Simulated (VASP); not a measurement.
Level of theory: LDA (Ceperley-Alder, Perdew-Zunger), VASP's LDA PAW potentials (set 64) (plane waves; VASP 6.6.1). For the first row: Numerical set-up: 520 eV cut-off, 9×9×9 Γ-centred mesh, Gaussian smearing of 0.050 eV, potentials Li_sv Br.

```tsv
system	energy (eV/atom)
LiBr (rock salt)	-3.6873
Li atom	-0.2356
Br atom	-0.1567
```

Atoms are spin-polarised in a large box without symmetry, with the spin fixed by Hund's rule, and may not be in the lowest state of each functional; no zero-point energy is added.

Problem. What is the cohesive energy per atom of LiBr?

Solution. The references average (1×(-0.2356) + 1×(-0.1567))/2 = -0.1961 eV, so the cohesive energy is -0.1961 − (-3.6873) = 3.491 eV/atom. Measured: 3.265 eV/atom at 0 K (as given by Klaus Doll et al., Physical review. B, Condensed matter (1998), arXiv:cond-mat/9801031; zero-point energy (Debye) added).
